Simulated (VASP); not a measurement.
An input for Ansatz (written as the equivalent of a VASP run, and not itself run):

Ansatz 0.2 input:
```yaml
crystal:
  lattice:
    - [2.8670515, 0.0000000, 0.0000000]
    - [-1.4335258, 2.4829396, 0.0000000]
    - [0.0000000, 0.0000000, 5.0865034]
  atoms:
    - { symbol: Ta, position: [0.3333330, 0.6666670, 0.2500000] }
    - { symbol: Ta, position: [0.6666670, 0.3333330, 0.7500000] }
kpoints:
  mp_grid: { grid: [16, 16, 8] }
hamiltonian:
  xc: pbesol
  pseudopotentials: { kind: paw }
scf:
  occupations: { method: tetrahedron }
  max_iter: 100
output: { forces: true, stress: true, eigenvalues: true }
```

### Question
Translate this input to VASP (INCAR, KPOINTS, POSCAR, choice of POTCAR).

### Answer
Several could match; the one computed here: 
File POSCAR:
```
Ta
2.8670520
  0.9999998353   0.0000000000   0.0000000000
 -0.4999999176   0.8660253180   0.0000000000
  0.0000000000   0.0000000000   1.7741231815
Ta
2
Cart
 -0.0000005000   0.5773505007   0.4435307954
  0.5000004176   0.2886748173   1.3305923862
```

### KPOINTS
```
Automatic mesh
0
Gamma
16 16 8
0 0 0
```

**INCAR**
```
NELM  =  100   ! most electronic steps
LWAVE  =  F
LORBIT  =  11   ! lm-projected
ALGO  =  Normal
ISIF  =  2   ! forces and stress, cell fixed
LCHARG  =  T
PREC  =  Accurate
NEDOS  =  601
ENCUT  =  400   ! plane-wave cut-off (eV)
LREAL  =  F
SYSTEM  =  Ta
ISMEAR  =  -5   ! tetrahedra, Bloechl
LMAXMIX  =  6   ! l cut-off of mixed one-centre charges
GGA  =  PS   ! PBEsol
LASPH  =  T
EDIFF  =  1E-7
```

POTCAR, in this order: Ta_pv (PBE.64 set). Program: vasp_std.

What does not carry over: each code has its own PAW files, so the cut-off isn't converted (ENCUT is set for VASP's; basis.ecutwfc is left out, and Ansatz then takes the one that its files recommend); Ansatz stops its SCF on the density residual and VASP on the energy change (EDIFF).

The structure was generated: Ta was put into the hcp type (P6_3/mmc), which need not be its known phase. It was relaxed first.
